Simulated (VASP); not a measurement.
# Bi5Sb3 (Cm) in VASP: further runs

One crystal, Bi5Sb3, is run at these levels: PBE+D3(BJ); tasks: relaxation of cell and atoms.

Program: VASP 6.6.1. These are calculated values, not measurements. Logs are shortened: lines on timing, memory, paths and dates and some standing lists are left out, and cuts for length are marked.

## 1. The crystal as given

Symmetry: Cm, No. 8, monoclinic system. The conventional cell has a = 9.331 Å, b = 8.948 Å, c = 6.464 Å, α = 90.00°, β = 93.32°, γ = 90.00°. Around Sb (site symmetry 1) lie 4 Bi at 3.02 to 3.47 Å and 2 Sb at 3.02 to 3.47 Å. Sb (site symmetry m) has 2 Bi at 3.02 to 3.47 Å and 4 Sb at 3.02 to 3.47 Å as nearest neighbours. Bi (site symmetry m) is surrounded by 6 Bi at 3.02 to 3.47 Å. Around Bi (site symmetry m) lie 2 Sb at 3.02 to 3.47 Å and 4 Bi at 3.02 to 3.47 Å. Around Bi (site symmetry 1) lie 2 Sb at 3.02 to 3.47 Å and 4 Bi at 3.02 to 3.47 Å. Bi (site symmetry m) has 2 Bi at 3.02 to 3.47 Å and 4 Sb at 3.02 to 3.47 Å as nearest neighbours.

The cell was built by a generator and needn't be a form met in nature.

## 2. Relaxation of cell and atoms, PBE+D3(BJ)

File INCAR:

```
SYSTEM = Bi5Sb3
PREC     = Accurate       ! precision mode
ENCUT    = 600            ! plane-wave cutoff, eV
EDIFF    = 1E-6           ! SCF threshold, eV
ISMEAR   = 0              ! smearing method
SIGMA    = 0.03           ! smearing width, eV
LREAL    = .False.        ! projectors in reciprocal space
LASPH    = .True.         ! aspherical terms in the spheres
NELM     = 80             ! most SCF steps
ALGO     = Normal         ! electronic algorithm
ISIF     = 3              ! what is computed and relaxed
LWAVE    = .False.        ! write WAVECAR
LCHARG   = .False.        ! write CHGCAR
GGA      = PE             ! functional
IVDW     = 12             ! dispersion correction
IBRION   = 2              ! ionic algorithm
NSW      = 90             ! ionic steps
EDIFFG   = -0.01          ! ionic threshold
KPAR     = 4
```

File KPOINTS:

```
Automatic mesh
0
Gamma
  4 4 4
  0 0 0
```

File POSCAR:

```
Bi5Sb3
1.0
   -4.4741896600     -2.5831746100      3.8851949000
    4.4741896600     -2.5831746100      3.8851949000
    0.0000000000      5.1663492100      3.8851949000
Sb Bi
3 5
Direct
    0.2340000000      0.2340000000      0.2340000000
    0.7340000000      0.7340000000      0.2340000000
    0.2660000000      0.7660000000      0.2660000000
    0.7340000000      0.2340000000      0.7340000000
    0.2340000000      0.7340000000      0.7340000000
    0.7660000000      0.7660000000      0.7660000000
    0.2660000000      0.2660000000      0.7660000000
    0.7660000000      0.2660000000      0.2660000000
```

Potentials or basis: VASP PAW PBE potentials, release 64 (Sb, Bi_d).

On the command line:

```sh
> cat potpaw_PBE.64/Sb/POTCAR potpaw_PBE.64/Bi_d/POTCAR > POTCAR
> mpirun -np 4 vasp_std > vasp.out
```

OUTCAR:

```text
SYSTEM = Bi5Sb3
   PREC = Accurate
   ENCUT = 600
   EDIFF = 1E-6
   ISMEAR = 0
   LREAL = .False.
   LASPH = .True.
   NELM = 80
   ISIF = 3
   GGA = PE
   IVDW = 12
   IBRION = 2
   NSW = 90
   EDIFFG = -0.01
 IVDW          = 12

 ion  position               nearest neighbor table
   1  0.234  0.234  0.234-   7 3.02   3 3.02   8 3.02   7 3.47   8 3.47   3 3.47
   2  0.734  0.734  0.234-   6 3.02   3 3.02   8 3.02   6 3.47   3 3.47   8 3.47
   3  0.266  0.766  0.266-   5 3.02   2 3.02   1 3.02   5 3.47   1 3.47   2 3.47
   4  0.734  0.234  0.734-   8 3.02   7 3.02   6 3.02   8 3.47   7 3.47   6 3.47
   5  0.234  0.734  0.734-   3 3.02   6 3.02   7 3.02   3 3.47   6 3.47   7 3.47
   6  0.766  0.766  0.766-   2 3.02   4 3.02   5 3.02   2 3.47   4 3.47   5 3.47
   7  0.266  0.266  0.766-   1 3.02   4 3.02   5 3.02   1 3.47   5 3.47   4 3.47
   8  0.766  0.266  0.266-   4 3.02   2 3.02   1 3.02   4 3.47   2 3.47   1 3.47

  LATTYP: Found a trigonal (rhomboedric) cell.
 ALAT       =     6.4642016963
 COS(alpha) =     0.0418599852

  Lattice vectors:

 A1 = (  -4.4741896600,  -2.5831746100,   3.8851949000)
 A2 = (   4.4741896600,  -2.5831746100,   3.8851949000)
 A3 = (   0.0000000000,   5.1663492100,   3.8851949000)

Analysis of symmetry for initial positions (statically):
=====================================================================
 Subroutine PRICEL returns:
 Original cell was already a primitive cell.

 Routine SETGRP: Setting up the symmetry group for a
 trigonal (rhombohedral) supercell.

 Subroutine GETGRP returns: Found  2 space group operations
 (whereof  1 operations were pure point group operations)
 out of a pool of 12 trial point group operations.

The static configuration has the point symmetry C_1 .
 The point group associated with its full space group is C_1h.

Analysis of symmetry for dynamics (positions and initial velocities):
=====================================================================
 Subroutine PRICEL returns:
 Original cell was already a primitive cell.

 Routine SETGRP: Setting up the symmetry group for a
 trigonal (rhombohedral) supercell.

 Subroutine GETGRP returns: Found  2 space group operations
 (whereof  1 operations were pure point group operations)
 out of a pool of 12 trial point group operations.

The dynamic configuration has the point symmetry C_1 .
 The point group associated with its full space group is C_1h.

 Subroutine INISYM returns: Found  2 space group operations
 (whereof  1 operations are pure point group operations),
 and found     1 'primitive' translations

----------------------------------------------------------------------------------------

                                     Primitive cell

[... 97 lines left out ...]
   LSORBIT =      F    spin-orbit coupling
   LASPH  =      T    aspherical Exc in radial PAW
   ENCUT  =  600.0 eV  44.10 Ry    6.64 a.u.  12.91 12.91 12.91*2*pi/ulx,y,z
   NELM   =     80;   NELMIN=  2; NELMDL= -5     # of ELM steps
   EDIFF  = 0.1E-05   stopping-criterion for ELM
   LREAL  =      F    real-space projection
   EDIFFG = -.1E-01   stopping-criterion for IOM
   NSW    =     90    number of steps for IOM
   IBRION =      2    ionic relax: 0-MD 1-quasi-New 2-CG
   NFREE  =      1    steps in history (QN), initial steepest desc. (CG)
   ISIF   =      3    stress and relaxation
   ISYM   =      2    0-nonsym 1-usesym 2-fastsym
   POTIM  = 0.5000    time-step for ionic-motion
   TEBEG  =    0.0;   TEEND  =   0.0 temperature during run
   PSTRESS=    0.0 pullay stress
   NELECT =      90.0000    total number of electrons
   NUPDOWN=      -1.0000    fix difference up-down
   EMIN   =  10.00;   EMAX   =-10.00  energy-range for DOS
   EFERMI =   0.00;   METHOD = LEGACY
   ISMEAR =     0;   SIGMA  =   0.03  broadening in eV -4-tet -1-fermi 0-gaus
   EFERMI_NEDOS =   21; number of points for ismear=-14 and -15
   IALGO  =     38    algorithm
   IMIX   =      4    mixing-type and parameters
     AMIX     =   0.40;   BMIX     =  1.00
     AMIX_MAG =   1.60;   BMIX_MAG =  1.00
  volume/ion in A,a.u.               =      33.68       227.27
  Fermi-wavevector in a.u.,A,eV,Ry     =   1.135913  2.146564 17.555563  1.290298
  Thomas-Fermi vector in A             =   2.272618
   LORBIT       =      0    0 simple, 1 ext, 2 COOP (PROOUT), +10 PAW based schemes
   GGA     = PE    functional components
   LHFCALC =     F    Hartree Fock is set to
   AEXX    =    0.0000 exact exchange contribution
   IVDW    =    12    specifies the selected vdW correction
   LEPSILON=     F    determine dielectric tensor
   LRPA    =     F    only Hartree local field effects (RPA)
 conjugate gradient relaxation of ions
 non-spin polarized calculation
 Gauss-broadening in eV      SIGMA  =   0.03
  energy-cutoff  :      600.00
  volume of cell :      269.42
 maximum number of plane-waves:      9040
 NGX is ok and might be reduce to    54
   NGX = 25   NGY = 25   NGZ = 25

--------------------------------------- Ionic step        1  -------------------------------------------

 number of electron      89.9999997 magnetization

 Free energy of the ion-electron system (eV)
  ---------------------------------------------------
  ext. energy  EPLUGINS =         0.00000000
  ---------------------------------------------------
  free energy    TOTEN  =       -31.71810877 eV

  energy without entropy =      -31.71708866  energy(sigma->0) =      -31.71759871

------------------------ aborting loop because EDIFF is reached ----------------------------------------

 Edisp (eV)   -3.63900

 E8    (eV) :    -1.7685
[... 123 lines left out ...]
  FREE ENERGIE OF THE ION-ELECTRON SYSTEM (eV)
  ---------------------------------------------------
  free  energy   TOTEN  =       -35.4048659553 eV

  energy  without entropy=      -35.4039008224  energy(sigma->0) =      -35.40438339

[... ionic steps 4 to 26 ...]

--------------------------------------- Ionic step       27  -------------------------------------------

 number of electron      90.0000009 magnetization

------------------------ aborting loop because EDIFF is reached ----------------------------------------
[... 87 lines left out ...]
--------------------------------------- Ionic step       29  -------------------------------------------

 number of electron      90.0000010 magnetization

 Free energy of the ion-electron system (eV)
  ---------------------------------------------------
  ext. energy  EPLUGINS =         0.00000000
  ---------------------------------------------------
  free energy    TOTEN  =       -31.72132734 eV

  energy without entropy =      -31.72079693  energy(sigma->0) =      -31.72106213

 E-fermi :   6.6365     XC(G=0):  -9.5723

 val. band max:        6.5568769183   @ k =   0.5000   0.5000   0.5000
 cond. band min:       6.6364651563   @ k =   0.2500  -0.2500   0.5000
 fundamental gap:      0.0795882379
 Fermi energy:         6.6364538599

 k-point     1 :       0.0000    0.0000    0.0000
  band No.  band energies     occupation
      1     -16.3593      2.00000
      2     -16.3220      2.00000
      3     -16.2533      2.00000
      4     -16.2431      2.00000
      5     -16.2063      2.00000
      6     -16.1856      2.00000
[... 1396 lines left out ...]
  FREE ENERGIE OF THE ION-ELECTRON SYSTEM (eV)
  ---------------------------------------------------
  free  energy   TOTEN  =       -35.4276663345 eV

  energy  without entropy=      -35.4271359273  energy(sigma->0) =      -35.42740113

 reached required accuracy - stopping structural energy minimisation
```

OSZICAR:

```text
N       E                     dE             d eps       ncg     rms          rms(c)
DAV:   1     0.108859362590E+04    0.10886E+04   -0.46033E+04  2592   0.195E+03
DAV:   2     0.107059528417E+03   -0.98153E+03   -0.96520E+03  2680   0.525E+02
DAV:   3    -0.236834150212E+02   -0.13074E+03   -0.12705E+03  3016   0.204E+02
[... 228 lines left out ...]
       N       E                     dE             d eps       ncg     rms          rms(c)
DAV:   1    -0.317213163970E+02   -0.27275E-03   -0.86191E-03  2932   0.384E-01    0.224E-02
DAV:   2    -0.317213358125E+02   -0.19416E-04   -0.36783E-04  3764   0.131E-01    0.146E-02
DAV:   3    -0.317213274174E+02    0.83951E-05   -0.20092E-05  3692   0.362E-02    0.312E-03
DAV:   4    -0.317213273378E+02    0.79692E-07   -0.60934E-06  2598   0.182E-02
  29 F= -.35427666E+02 E0= -.35427401E+02  d E =-.218533E-04
```

CONTCAR:

```text
Bi5Sb3
   1.00000000000000
    -4.4653111801470580   -2.5797515307491206    3.8478851245609338
     4.4653111801470580   -2.5797515307491206    3.8478851245609338
     0.0000000000000000    5.1330479245693770    3.8302276054589108
  Sb              Bi
     3     5
Direct
     0.2374428677198282    0.2262274100228918    0.2400456033104577
     0.7262274100228917    0.7374428677198280    0.2400456033104577
     0.2704434559532345    0.7704434559532344    0.2596357215505703
     0.7362836467217924    0.2362836467217925    0.7356214100884303
     0.2387299699769741    0.7387299699769742    0.7307902586798327
     0.7624892186115788    0.7595117428438659    0.7685227528205845
     0.2595117428438658    0.2624892186115791    0.7685227528205845
     0.7688716881498342    0.2688716881498343    0.2568158974190826

  0.00000000E+00  0.00000000E+00  0.00000000E+00
  0.00000000E+00  0.00000000E+00  0.00000000E+00
  0.00000000E+00  0.00000000E+00  0.00000000E+00
  0.00000000E+00  0.00000000E+00  0.00000000E+00
  0.00000000E+00  0.00000000E+00  0.00000000E+00
  0.00000000E+00  0.00000000E+00  0.00000000E+00
  0.00000000E+00  0.00000000E+00  0.00000000E+00
  0.00000000E+00  0.00000000E+00  0.00000000E+00
```

Wall time 20 min (4 MPI ranks of Intel Xeon 6975P-C (Granite Rapids), shared host); peak memory 0.66 GiB.

Results:

| Property | Result |
| --- | --- |
| Free energy | -35.4277 eV |
| Relaxed volume | 33.08 Å³/atom |
| Relaxed cell | a = 6.434 Å, b = 6.434 Å, c = 6.405 Å, α = 87.92°, β = 87.92°, γ = 87.89° |
| Space group after relaxing (to 0.05 Å) | Cm (No. 8) |
| Energy gained by relaxing | 8.8 meV/atom |
| Ionic steps | 29 |
| Pressure after relaxing | 0.0 GPa |
| Largest force after relaxing | 0.009 eV/Å |
| Band gap on the k mesh | none (metal or under the smearing width) |
| Dispersion energy per atom | -0.463 eV |

Forces on the atoms (eV/Å):
```
Sb   0.004  0.003  0.002
Sb  -0.004  0.003  0.002
Sb   0.000 -0.005 -0.001
Bi   0.000  0.002  0.000
Bi   0.000  0.003  0.009
Bi  -0.001  0.000 -0.004
Bi   0.001  0.000 -0.004
Bi   0.000 -0.007 -0.003
```

The path:
```tsv
step	energy change (eV)	largest force (eV/Å)	pressure (GPa)	volume (Å³)
1	0.0000	0.3872	-0.56	269.42
2	-0.0410	0.2795	0.20	264.87
3	-0.0478	0.2144	0.70	262.23
4	-0.0655	0.0588	-0.08	265.08
5	-0.0657	0.0616	-0.01	264.82
6	-0.0667	0.0558	-0.01	264.80
7	-0.0678	0.0568	-0.01	264.75
8	-0.0684	0.0451	-0.01	264.69
9	-0.0685	0.0431	0.00	264.65
10	-0.0690	0.0340	0.00	264.57
11	-0.0695	0.0366	0.02	264.36
12	-0.0698	0.0257	-0.01	264.55
13	-0.0699	0.0212	-0.05	264.76
14	-0.0700	0.0179	-0.04	264.66
15	-0.0701	0.0191	0.00	264.51
16	-0.0701	0.0194	0.00	264.52
17	-0.0701	0.0167	0.01	264.50
18	-0.0702	0.0125	0.02	264.46
19	-0.0703	0.0248	0.06	264.36
20	-0.0703	0.0165	0.04	264.41
21	-0.0703	0.0162	0.04	264.46
22	-0.0704	0.0150	0.01	264.61
23	-0.0704	0.0150	-0.04	264.91
24	-0.0704	0.0134	-0.03	264.78
25	-0.0705	0.0136	-0.02	264.75
26	-0.0705	0.0137	-0.02	264.68
27	-0.0705	0.0140	0.00	264.55
28	-0.0705	0.0137	0.00	264.62
29	-0.0706	0.0091	-0.01	264.64
```

Final structure:
```yaml
crystal:
  lattice:
    - [-4.46531, -2.57975, 3.84789]
    - [4.46531, -2.57975, 3.84789]
    - [0.00000, 5.13305, 3.83023]
  atoms:
    - { symbol: Sb, position: [0.23744, 0.22623, 0.24005] }
    - { symbol: Sb, position: [0.72623, 0.73744, 0.24005] }
    - { symbol: Sb, position: [0.27044, 0.77044, 0.25964] }
    - { symbol: Bi, position: [0.73628, 0.23628, 0.73562] }
    - { symbol: Bi, position: [0.23873, 0.73873, 0.73079] }
    - { symbol: Bi, position: [0.76249, 0.75951, 0.76852] }
    - { symbol: Bi, position: [0.25951, 0.26249, 0.76852] }
    - { symbol: Bi, position: [0.76887, 0.26887, 0.25682] }
```

Levels at points of the mesh, in eV from the Fermi level:
| k point | band 42 | band 43 | band 44 | band 45 | band 46 | band 47 | band 48 | band 49 |
| --- | --- | --- | --- | --- | --- | --- | --- | --- |
| (0.00, 0.00, 0.00) | -3.08 | -1.57 | -1.34 | -1.33 | 2.03 | 2.20 | 2.26 | 2.72 |
| (0.50, 0.00, 0.00) | -1.67 | -1.57 | -0.41 | -0.28 | 0.76 | 0.83 | 2.10 | 2.32 |
| (0.00, 0.00, 0.50) | -1.68 | -1.44 | -0.34 | -0.23 | 0.75 | 0.80 | 1.97 | 2.32 |
| (0.50, 0.50, 0.00) | -1.14 | -1.01 | -0.89 | -0.75 | 0.93 | 0.94 | 1.06 | 1.21 |
| (0.50, 0.00, 0.50) | -1.21 | -1.12 | -0.80 | -0.67 | 0.90 | 0.94 | 1.06 | 1.11 |
| (0.50, 0.50, 0.50) | -0.60 | -0.39 | -0.37 | -0.32 | -0.08 | 0.07 | 0.08 | 0.37 |

Caveat: spin-orbit coupling is left out, which moves the levels of the heavy elements; pairwise dispersion overbinds metals, which lowers pressure and volume.

## 3. Relaxation of cell and atoms, PBE+D3(BJ)

This run uses another cell than the first one, of 33.08 Å³/atom, 0.982 times its volume.

Changes to INCAR since step 2:

```diff
@@ -3,3 +3,3 @@
 ENCUT    = 600            ! plane-wave cutoff, eV
-EDIFF    = 1E-6           ! SCF threshold, eV
+EDIFF    = 1E-7           ! SCF threshold, eV
 ISMEAR   = 0              ! smearing method
@@ -17,3 +17,3 @@
 NSW      = 90             ! ionic steps
-EDIFFG   = -0.01          ! ionic threshold
+EDIFFG   = -0.005         ! ionic threshold
 KPAR     = 4
```

KPOINTS is that of step 2.

File POSCAR:

```
Bi5Sb3                                  
1.0
   -4.4653111801     -2.5797515307      3.8478851246
    4.4653111801     -2.5797515307      3.8478851246
    0.0000000000      5.1330479246      3.8302276055
  Sb              Bi            
     3     5
Direct
     0.2374428677198282    0.2262274100228918    0.2400456033104577
     0.7262274100228917    0.7374428677198280    0.2400456033104577
     0.2704434559532345    0.7704434559532344    0.2596357215505703
     0.7362836467217924    0.2362836467217925    0.7356214100884303
     0.2387299699769741    0.7387299699769742    0.7307902586798327
     0.7624892186115788    0.7595117428438659    0.7685227528205845
     0.2595117428438658    0.2624892186115791    0.7685227528205845
     0.7688716881498342    0.2688716881498343    0.2568158974190826
```

Potentials or basis: VASP PAW PBE potentials, release 64 (Sb, Bi_d).

On the command line:

```sh
> cat potpaw_PBE.64/Sb/POTCAR potpaw_PBE.64/Bi_d/POTCAR > POTCAR
> mpirun -np 4 vasp_std > vasp.out
```

Run time: 4.9 min. Hardware: 4 MPI ranks of Intel Xeon 6975P-C (Granite Rapids), shared host; peak memory 0.65 GiB.

The run converged. Its results:

```
Free energy                            : -35.4273 eV
Relaxed volume                         : 33.06 Å³/atom
Relaxed cell                           : a = 6.433 Å, b = 6.433 Å, c = 6.402 Å, α = 87.97°, β = 87.97°, γ = 87.87°
Space group after relaxing (to 0.05 Å) : Cm (No. 8)
Energy gained by relaxing              : 0.0 meV/atom
Ionic steps                            : 7
Pressure after relaxing                : 0.0 GPa
Largest force after relaxing           : 0.005 eV/Å
Band gap on the k mesh                 : none (metal or under the smearing width)
Dispersion energy per atom             : -0.464 eV
```

Forces on the atoms (eV/Å):
```
Sb   0.000  0.000  0.001
Sb   0.000  0.000  0.001
Sb   0.000  0.000  0.003
Bi   0.000  0.000 -0.005
Bi   0.000  0.000 -0.001
Bi  -0.002  0.000  0.002
Bi   0.002  0.000  0.002
Bi   0.000 -0.001 -0.002
```

Final structure:
```
CELL_PARAMETERS angstrom
-4.46383 -2.58230 3.84610
4.46383 -2.58230 3.84610
0.00000 5.13319 3.82515
ATOMIC_POSITIONS crystal
Sb 0.23731 0.22638 0.24032
Sb 0.72638 0.73731 0.24032
Sb 0.27056 0.77056 0.25944
Bi 0.73616 0.23616 0.73561
Bi 0.23888 0.73888 0.73114
Bi 0.76251 0.75932 0.76839
Bi 0.25932 0.26251 0.76839
Bi 0.76887 0.26887 0.25637
```

Levels at points of the mesh, in eV from the Fermi level:
| k point | band 42 | band 43 | band 44 | band 45 | band 46 | band 47 | band 48 | band 49 |
| --- | --- | --- | --- | --- | --- | --- | --- | --- |
| (0.00, 0.00, 0.00) | -3.09 | -1.58 | -1.34 | -1.34 | 2.03 | 2.20 | 2.26 | 2.72 |
| (0.50, 0.00, 0.00) | -1.68 | -1.58 | -0.41 | -0.29 | 0.75 | 0.83 | 2.09 | 2.32 |
| (0.50, 0.50, 0.00) | -1.15 | -1.01 | -0.90 | -0.75 | 0.92 | 0.93 | 1.06 | 1.20 |
| (0.00, 0.00, 0.50) | -1.69 | -1.45 | -0.33 | -0.23 | 0.74 | 0.79 | 1.97 | 2.31 |
| (0.50, 0.00, 0.50) | -1.21 | -1.12 | -0.81 | -0.68 | 0.90 | 0.94 | 1.05 | 1.10 |
| (0.50, 0.50, 0.50) | -0.61 | -0.40 | -0.38 | -0.33 | -0.08 | 0.07 | 0.07 | 0.36 |

Caveat: spin-orbit coupling is left out, which moves the levels of the heavy elements; pairwise dispersion overbinds metals, which lowers pressure and volume.
